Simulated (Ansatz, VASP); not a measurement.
# Cross-check of TiTeSe between VASP and Ansatz, part 2 of 2

One calculation is typed for both programs; each brings its own data sets. How far apart do they land? The cell is taken from a series of runs on this material, whose earlier steps may have relaxed, scaled, displaced or heated it; both programs get it as it stands.

VASP 6.6.1 and Ansatz 0.2.0.

So far: Starting point; VASP: zone-centre phonons, PBEsol.

### 3. Ansatz: zone-centre phonons, PBEsol

Level of this step: Ansatz beside VASP: Kohn-Sham DFT, plane waves, PBEsol (Ansatz).

Ansatz runs on its PAW soft_1 files.

The same cell, functional, mesh and smearing now go to Ansatz, which takes its cutoff from its data sets.

Contents of input.yaml:

```yaml
crystal:
  lattice:
    - [3.5717543477, 0.0, 0.0]
    - [-1.7858771738, 3.0932300012, 0.0]
    - [0.0, 0.0, 30.0]
  atoms:
    - { symbol: Ti, position: [0.0, 0.0, 0.3369559202] }
    - { symbol: Se, position: [0.3333333333, 0.6666666667, 0.3844947055] }
    - { symbol: Te, position: [0.6666666667, 0.3333333333, 0.275216041] }
  periodic: [true, true, false]
kpoints:
  mp_grid: { grid: [18, 18, 1] }
hamiltonian:
  xc: pbesol
  pseudopotentials: { kind: paw, azcp: { folder: soft_1 }, xc_functional: pbe }
scf:
  occupations: { method: methfessel_paxton, width: 0.2 }
output:
  eigenvalues: true
phonons:
  method: dfpt
```

Command:

```console
> ansatz run input.yaml --threads 4 --pin off --max-ram 16384MiB --backend cpu --events-out ev --progress --plain --runs-dir out
```

Numbers of over 12 decimals in the logs are rounded to 6 here.

Log:

```text
Engine: ansatz 0.2.0, aarch64-unknown-linux-gnu
Pseudopotentials: kind: paw
Pseudopotential: Ti, paw, valence charge 12, recommended cutoff 420 eV (normal), soft_1/Ti.paw.azcp
Pseudopotential: Se, paw, valence charge 16, recommended cutoff 420 eV (normal), soft_1/Se.paw.azcp
Pseudopotential: Te, paw, valence charge 16, recommended cutoff 420 eV (normal), soft_1/Te.paw.azcp
Functional definition: PBEsol
  exchange = pbesol_x
  correlation = pbesol_c
Crystal: 3 atoms, lattice volume = 331.448 Å³
Basis set: ecut = 420 eV, 6383 PW (Γ), exchange–correlation on 48×48×432 points (8 copies of the dense FFT grid, shifted against one another)
Bands: 27, of which v1, the nominal top of the filled ones, is band 22 counted from 1 (21 counted from 0)
Symmetry: 6 space group operations
k-points: 91 of 324 (irreducible under 2 space group operations, time reversal used)
Non-local potential: Ti, projectors of the file, l = 0: 3, l = 1: 2, l = 2: 3, l = 3: 1
Non-local potential: Se, projectors of the file, l = 0: 2, l = 1: 2, l = 2: 3, l = 3: 1
Non-local potential: Te, projectors of the file, l = 0: 2, l = 1: 2, l = 2: 2, l = 3: 1
PAW form: soft (Blöchl's): semilocal exchange-correlation on the pseudo side does not see the compensation charge
PAW frozen core: Ti, regenerated for the run's functional, and the local potential with it (the file was generated under x = pbe(κ = 0.804, μ = 0.219515), c = pbe(β = 0.066725))
PAW frozen core: Se, regenerated for the run's functional, and the local potential with it (the file was generated under x = pbe(κ = 0.804, μ = 0.219515), c = pbe(β = 0.066725))
PAW frozen core: Te, regenerated for the run's functional, and the local potential with it (the file was generated under x = pbe(κ = 0.804, μ = 0.219515), c = pbe(β = 0.066725))
PAW one-centre angular grid: Ti, 590 points (default); XC on 64 Gauss nodes
PAW one-centre angular grid: Se, 590 points (default); XC on 64 Gauss nodes
PAW one-centre angular grid: Te, 590 points (default); XC on 64 Gauss nodes
Initial density: superposition of atomic densities (neutral atoms: chi_scale 0, normalization atom)
Initial wavefunctions: pseudopotential atomic-orbital guess
Functional: x = pbesol(κ = 0.804, μ = 0.123457), c = pbesol(β = 0.046)
SCF iter   1: F=—  HF=-14802.951754 eV  |F-HF|=—  |Δ(HF+E_count)|=         —  Δρ=1.65e-2  dr2=2.27e0  ethr=3.10e-3  ⟨swp⟩=13.5  Hψ=16727  notcnv=0
preconditioner: auto → LDOS  [metal: Δε(μ)=0.017 eV  Ē_g=7.108 eV  σ=0.200 eV  W_gap=0.07  n_scr=18 (ndim 8)  ℏωp=8.2 eV  f_vac=0.752  D(μ)=1.34/eV (n_scr^D=8)  β→1.0]
SCF iter   2: F=—  HF=-14803.309822 eV  |F-HF|=—  |Δ(HF+E_count)|=   3.58e-1  S|Δr|=    0.00e0  Δρ=1.50e-2  dr2=6.29e0  ethr=3.10e-3  ⟨swp⟩=4.9  Hψ=7045  notcnv=0  recentre
SCF iter   3: F=—  HF=-14802.466961 eV  |F-HF|=—  |Δ(HF+E_count)|=   8.43e-1  S|Δr|=    0.00e0  Δρ=4.52e-3  dr2=2.40e-1  ethr=3.10e-3  ⟨swp⟩=4.3  Hψ=6154  notcnv=0
SCF iter   4: F=—  HF=-14802.441823 eV  |F-HF|=—  |Δ(HF+E_count)|=   2.51e-2  S|Δr|=    0.00e0  Δρ=2.00e-3  dr2=2.57e-2  ethr=5.45e-4  ⟨swp⟩=2.6  Hψ=4424  notcnv=0  defer=1
SCF iter   5: F=—  HF=-14802.438241 eV  |F-HF|=—  |Δ(HF+E_count)|=   3.58e-3  S|Δr|=    0.00e0  Δρ=4.89e-4  dr2=9.51e-4  ethr=5.85e-5  ⟨swp⟩=2.8  Hψ=3693  notcnv=0  defer=1
SCF iter   6: F=—  HF=-14802.438274 eV  |F-HF|=—  |Δ(HF+E_count)|=   3.29e-5  S|Δr|=    0.00e0  Δρ=1.54e-4  dr2=1.16e-4  ethr=2.16e-6  ⟨swp⟩=3.0  Hψ=4285  notcnv=0  defer=1
SCF iter   7: F=—  HF=-14802.438284 eV  |F-HF|=—  |Δ(HF+E_count)|=   9.71e-6  S|Δr|=    0.00e0  Δρ=2.47e-5  dr2=2.13e-6  ethr=2.65e-7  ⟨swp⟩=3.4  Hψ=4885  notcnv=0  defer=1
SCF iter   8: F=—  HF=-14802.438347 eV  |F-HF|=—  |Δ(HF+E_count)|=   6.28e-5  S|Δr|=    0.00e0  Δρ=6.37e-6  dr2=2.28e-7  ethr=4.85e-9  ⟨swp⟩=3.3  Hψ=5184  notcnv=0  defer=1
SCF iter   9: F=—  HF=-14802.438347 eV  |F-HF|=—  |Δ(HF+E_count)|=   5.71e-7  S|Δr|=    0.00e0  Δρ=1.39e-6  dr2=1.08e-8  ethr=5.17e-10  ⟨swp⟩=3.2  Hψ=4134  notcnv=0  defer=1
SCF iter  10: F=—  HF=-14802.438347 eV  |F-HF|=—  |Δ(HF+E_count)|=   4.84e-8  S|Δr|=    0.00e0  Δρ=4.17e-7  dr2=6.56e-10  ethr=2.46e-11  ⟨swp⟩=3.7  Hψ=5328  notcnv=0  defer=1
SCF iter  11: F=—  HF=-14802.438347 eV  |F-HF|=—  |Δ(HF+E_count)|=   5.65e-9  S|Δr|=    0.00e0  Δρ=1.14e-7  dr2=6.88e-11  ethr=1.49e-12  ⟨swp⟩=3.2  Hψ=5107  notcnv=0  defer=1
SCF iter  12: F=—  HF=-14802.438347 eV  |F-HF|=—  |Δ(HF+E_count)|=   2.05e-9  S|Δr|=    0.00e0  Δρ=4.81e-8  dr2=2.89e-11  ethr=1.00e-12  ⟨swp⟩=14.8  Hψ=17859  notcnv=0
SCF iter  13: F=-14802.438347 eV  HF=-14802.438347 eV  |F-HF|=6.73e-11  |Δ(HF+E_count)|=  5.33e-10  S|Δr|=    0.00e0  Δρ=1.43e-8  dr2=2.45e-12  ethr=1.00e-12  ⟨swp⟩=7.9  Hψ=13388  notcnv=0
SCF 1 converged in 13 iterations: F = -14802.438347 eV  dr2 = 2.45e-12
  greatest PAW one-centre occupation: 1.000 electrons in one spin orbital (limit 2), on the Se atom at site 1 (counted from 0), in its partial waves of l = 2
DFPT response loops at Γ: preconditioner auto → none (partly filled bands, converged f_vac=0.760); β = 0.50; Broyden in place of MSR1
SCF converged after 13 iterations
Stability not checked: this state was not tested for a lower state beside it, because cold or Methfessel-Paxton smearing, or corrected tetrahedra, fill the levels in a way that the test cannot read (fill_not_monotonic; see scf.lower_state_search)
Free energy (F): -14802.438347 eV
Harris-Foulkes:  -14802.438347 eV  (|F-HF|=6.73e-11)
Internal energy: -14802.438630 eV  (E = F + TS)
E sigma→0 (E₀):  -14802.438418 eV
Entropy (-TS):   0.000282 eV (0.094 meV/atom)
Fermi energy:    -4.895198 eV
--- Per-component energies (eV) ---
  E_band       = -1452.146466
  E_kinetic    = 564.234864
  E_local      = -96926.198865  (includes V_loc(G=0)·N_el)
  E_nonlocal   = -222.614750
  E_hartree    = 48114.418200
  E_xc         = -321.832382
  E_vxc        = -337.818764  (∫ρ·V_xc dr)
  E_paw        = -7696.951110  (= ΣΔE_a)
  E_vpaw       = -758.585136  (= ΣTr[D̂ρ^β])
  E_aug_tail   = -0.000367  (compensation charges beyond the density's cutoff)
  E_ewald      = 41684.983134
  E_core_change = 1.522648  (= ΣΔE_core)
  E_smearing   = 0.000282  (= −TS)
  E_closure    = 0.000000  (closes the sum)
  Σ components = -14802.438347   (vs F -14802.438347, Δ=0.00e0)
--- Band table (eV; the first three rows and the last of 91) ---
  k-point 0: bands = [... 18 lower, -7.0964, -6.7915, -4.5061, -4.5061, -4.1512, -3.7613, -3.7613, -1.2740, ... 1 higher]
  k-point 1: bands = [... 18 lower, -7.0918, -6.6123, -4.7110, -4.6273, -4.2672, -3.6803, -3.6652, -1.5288, ... 1 higher]
  k-point 2: bands = [... 18 lower, -7.0816, -6.4065, -5.3281, -4.8695, -4.3618, -3.5924, -3.5016, -2.0076, ... 1 higher]
  k-point 90: bands = [... 18 lower, -7.9893, -7.7442, -7.2803, -6.7839, -4.1624, -3.7400, -3.3994, -2.5897, ... 1 higher]
--- Phonons (Γ-DFPT): 6 representative perturbations + reference, on 91 of 324 k-points (Σ response iterations 29) ---
  k mesh reduced under 2 symmetry operations, with k and −k counted as one. Each operation leaves every solved perturbation unchanged. A smaller set is not used because it would not reduce the number of displacements times k-points to solve
  ASR residual: 5.098e-5 → 0.000e0 eV/Å²; symmetrization residual: 6.816e-5 eV/Å²
  ASR residual per site (eV/Å²): 5.10e-5 1.41e-5 3.32e-5
  Γ frequencies (cm⁻¹): 0.00 0.00 0.00 104.60 104.60 160.80 199.27 199.27 316.56
  non-analytic LO–TO correction: not included (Born effective charges unavailable; polar crystals: no LO–TO splitting at Γ)
```

The column dr2 measures how far the density is from self-consistency, as an energy; F and HF (Harris–Foulkes) agree once it is small.

### 4. Differences

Known differences besides the potentials themselves: Ansatz cuts the interaction across the vacuum, VASP repeats the sheet without a dipole correction; the data sets hold 44 valence electrons in Ansatz (on its PAW soft_1 files) and 24 in VASP; the cutoff is 420 eV in Ansatz and 500 eV in VASP; Ansatz makes its cores anew for this functional, VASP keeps those of its PBE data sets. Total energies have different zeros and are not compared.

The two programs side by side:

```
                  quantity  Ansatz   VASP  difference
optical mode 1 to 2 (cm⁻¹)   104.6  104.7     -0.11 %
     optical mode 3 (cm⁻¹)   160.8  160.9     -0.07 %
optical mode 4 to 5 (cm⁻¹)   199.3  200.0     -0.35 %
     optical mode 6 (cm⁻¹)   316.6  317.5     -0.29 %
```

Modes are paired by rising frequency, not by their patterns, so a pair may set unlike modes beside each other; they are those without the splitting of longitudinal modes. Where the cell holds vacuum, a pressure given here is an average over it and none of the material.

### 5. Results

| Quantity | Value |
| --- | --- |
| r.m.s. difference of the optical zone-centre modes, each program's sorted by frequency (zone-centre phonons, PBEsol) | 0.56 cm⁻¹ |

**Reading.** The r.m.s. difference of the optical zone-centre modes, each program's sorted by frequency is 0.56 cm⁻¹ (zone-centre phonons, PBEsol). The data sets hold unlike numbers of valence electrons (44 in Ansatz and 24 in VASP), so part of the differences may come from the potentials. Such differences can come from data sets, numerical settings and the points named under the comparisons, not from the functional's error against experiment.

[Lines on the potential files, build, host, timing and source positions are cut from VASP's logs without a mark.]

[Logs are printed without paths, hosts, clocks, repeated set-up lines and the standing remarks that a program may print on its own settings, such as how far it seeks lower states.]

[Hosts, paths, dates, database ids (printed as entryN), source tags and the programs' standing remarks are cut or masked in the printed files.]
